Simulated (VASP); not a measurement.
Method: vdW-DF2, VASP's PBE PAW potentials (set 64) (plane waves; VASP 6.6.1).

VASP ran on this input.

POSCAR:
```
WS2
1.0
  1.6413056448  -2.8428247430   0.0000000000
  1.6413056448   2.8428247430   0.0000000000
  0.0000000000   0.0000000000  12.9228075319
W S
2 4
Cartesian
  1.6413056448   0.9476101429   3.2307018830
  1.6413056448  -0.9476101429   9.6921056489
  1.6413056448   0.9476101429  11.2816747908
  1.6413056448  -0.9476101429   4.8202710248
  1.6413056448  -0.9476101429   1.6411327411
  1.6413056448   0.9476101429   8.1025365071
```

KPOINTS:
```
Automatic mesh
0
Gamma
8 8 2
0 0 0
```

### INCAR
```
SYSTEM = WS2
PREC = Accurate
ENCUT = 520
EDIFF = 1E-7
NELM = 100
ALGO = Normal
LREAL = .FALSE.
LASPH = .TRUE.
ISMEAR = 0
SIGMA = 0.05
GGA = ML
ZAB_VDW = -1.8867
LUSE_VDW = .TRUE.
AGGAC = 0.0
LMAXMIX = 6
LWAVE = .FALSE.
LCHARG = .FALSE.
ISIF = 4
IBRION = 2
NSW = 30
EDIFFG = -0.01
```

POTCAR, in this order: W_sv S (PBE.64 set). Program: vasp_std.

The resulting files:

**OSZICAR**
```
       N       E                     dE             d eps       ncg     rms          rms(c)
DAV:   1     0.528989274088E+03    0.52899E+03   -0.28618E+04  1400   0.163E+03
DAV:   2    -0.137972739016E+01   -0.53037E+03   -0.52009E+03  1518   0.432E+02
DAV:   3    -0.339373814801E+02   -0.32558E+02   -0.31858E+02  1568   0.988E+01
DAV:   4    -0.349036630490E+02   -0.96628E+00   -0.96423E+00  1553   0.168E+01
DAV:   5    -0.349289950112E+02   -0.25332E-01   -0.25324E-01  1570   0.288E+00    0.300E+01
DAV:   6    -0.313666667396E+02    0.35623E+01   -0.29385E+01  1446   0.274E+01    0.150E+01
DAV:   7    -0.309855832198E+02    0.38108E+00   -0.57407E+00  1487   0.117E+01    0.662E+00
DAV:   8    -0.309112415104E+02    0.74342E-01   -0.52834E-01  1636   0.429E+00    0.215E+00
DAV:   9    -0.309165223981E+02   -0.52809E-02   -0.85027E-02  1697   0.145E+00    0.100E+00
DAV:  10    -0.309163233440E+02    0.19905E-03   -0.41298E-02  1594   0.115E+00    0.304E-01
DAV:  11    -0.309153965670E+02    0.92678E-03   -0.85212E-03  1696   0.511E-01    0.801E-02
DAV:  12    -0.309153497287E+02    0.46838E-04   -0.42682E-04  1636   0.114E-01    0.341E-02
DAV:  13    -0.309153818711E+02   -0.32142E-04   -0.99650E-05  1578   0.662E-02    0.307E-02
DAV:  14    -0.309153796978E+02    0.21734E-05   -0.12727E-05  1610   0.207E-02    0.530E-03
DAV:  15    -0.309153795832E+02    0.11460E-06   -0.16832E-06  1468   0.742E-03    0.271E-03
DAV:  16    -0.309153797101E+02   -0.12696E-06   -0.56961E-08  1040   0.182E-03    0.952E-04
DAV:  17    -0.309153797066E+02    0.35625E-08   -0.11941E-08   970   0.881E-04
   1 F= -.30915380E+02 E0= -.30915380E+02  d E =-.309154E+02
```

### OUTCAR
```
------------------------ aborting loop because EDIFF is reached ----------------------------------------
  FORCE on cell =-STRESS in cart. coord.  units (eV):
  Direction    XX          YY          ZZ          XY          YZ          ZX
  --------------------------------------------------------------------------------------
  Total       -0.0178638     -0.0178638     -0.0015481      0.0000000      0.0000000      0.0000000
  in kB       -0.2373330     -0.2373330     -0.0205677      0.0000000      0.0000000      0.0000000
  external PRESSURE =      -0.1650779 kB  Pullay stress =       0.0000000 kB
  volume of cell :      120.59
      direct lattice vectors                 reciprocal lattice vectors
     1.641305645 -2.842824743  0.000000000     0.304635521 -0.175881401  0.000000000
     1.641305645  2.842824743  0.000000000     0.304635521  0.175881401  0.000000000
     0.000000000  0.000000000 12.922807532     0.000000000  0.000000000  0.077382565
 POSITION                                       TOTAL-FORCE (eV/Angst)
 -----------------------------------------------------------------------------------
      1.64131      0.94761      3.23070        -0.000000      0.000000      0.000000
      1.64131     -0.94761      9.69211        -0.000000     -0.000000      0.000000
      1.64131      0.94761     11.28167         0.000000     -0.000000     -0.000487
      1.64131     -0.94761      4.82027        -0.000000      0.000000     -0.000487
      1.64131     -0.94761      1.64113        -0.000000      0.000000      0.000487
      1.64131      0.94761      8.10254         0.000000     -0.000000      0.000487
 -----------------------------------------------------------------------------------
    total drift:                                0.000195      0.001228     -0.000035
  FREE ENERGIE OF THE ION-ELECTRON SYSTEM (eV)
  ---------------------------------------------------
  free  energy   TOTEN  =       -30.9153797066 eV

  energy  without entropy=      -30.9153797066  energy(sigma->0) =      -30.91537971

 reached required accuracy - stopping structural energy minimisation
```
(Selected blocks of OUTCAR.)

The compound is WS2 in the 2H layered structure. It was relaxed first, which changed the volume by +14 %.
